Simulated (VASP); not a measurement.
Calculation: optB88-vdW, VASP's PBE PAW potentials (set 64) (plane waves; VASP 6.6.1).

A VASP calculation is set up with these files.

### INCAR
```
AGGAC  =  0.0
ALGO  =  Normal
EDIFF  =  1E-6
EDIFFG  =  -0.01
ENCUT  =  520
GGA  =  BO
IBRION  =  2
ISIF  =  3
ISMEAR  =  0
LASPH  =  T
LCHARG  =  F
LREAL  =  F
LUSE_VDW  =  T
LWAVE  =  F
NELM  =  100
NSW  =  60
PARAM1  =  0.1833333333
PARAM2  =  0.22
PREC  =  Accurate
SIGMA  =  0.05
SYSTEM  =  CaO
```

### POSCAR
```
CaO
1
    0.0000000000     2.4050000000     2.4050000000
    2.4050000000     0.0000000000     2.4050000000
    2.4050000000     2.4050000000     0.0000000000
Ca O
1 1
Direct
  0.0000000000   0.0000000000   0.0000000000
  0.5000000000   0.5000000000   0.5000000000
```

### KPOINTS
```
kpoints
0
Gamma
  9 9 9
0 0 0
```

POTCAR, in this order: Ca_sv O (PBE.64 set). Program: vasp_std.

Question: What will the output report for the number of irreducible k-points (NKPTS), largest plane-wave count, number of space-group operations, FFT grid (NGX, NGY, NGZ)?

Answer: 
```json
{
  "number of irreducible k-points (NKPTS)": "35",
  "largest_plane_wave_count": "759",
  "number_of_space_group_operations": "48",
  "FFT grid (NGX, NGY, NGZ)": "28 × 28 × 28"
}
```

The compound is CaO in the rock salt structure. This run relaxes it. Symmetry was kept, so distortions that lower it aren't found.
